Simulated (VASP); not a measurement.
Here is a VASP 6.6.1 calculation.

File INCAR:

```
SYSTEM = TiRh
PREC = Accurate ; ENCUT = 520
EDIFF = 1E-6 ; ISMEAR = 0
SIGMA = 0.15 ; LREAL = .False.
LASPH = .True. ; NELM = 100
ALGO = Fast ; ISIF = 2
LWAVE = .False. ; LCHARG = .False.
NBANDS = 20
```

KPOINTS

```
Automatic mesh
0
Gamma
  16 16 16
  0 0 0
```

Contents of POSCAR:

```
TiRh
1.0
    3.2709621000      0.0000000000      0.0000000000
    0.0000000000      3.2709621000      0.0000000000
    0.0000000000      0.0000000000      2.9594419000
Ti Rh
1 1
Direct
    0.5000000000      0.5000000000      0.5000000000
    0.0000000000      0.0000000000      0.0000000000
```

Potentials or basis: VASP PAW LDA potentials, release 64 (Ti_sv, Rh_pv).

Launch:

```sh
$ cat potpaw_LDA.64/Ti_sv/POTCAR potpaw_LDA.64/Rh_pv/POTCAR > POTCAR
$ mpirun -np 1 vasp_std > vasp.out
```

(1) Estimate the band gap on the k mesh.

(2) Predict the pressure.

## Answers

(1) none (metal or under the smearing width).

(2) -19.5 GPa.

Caveat: so large a pressure means that the cell lies far from this level's equilibrium, or that cutoff or potentials fall short.
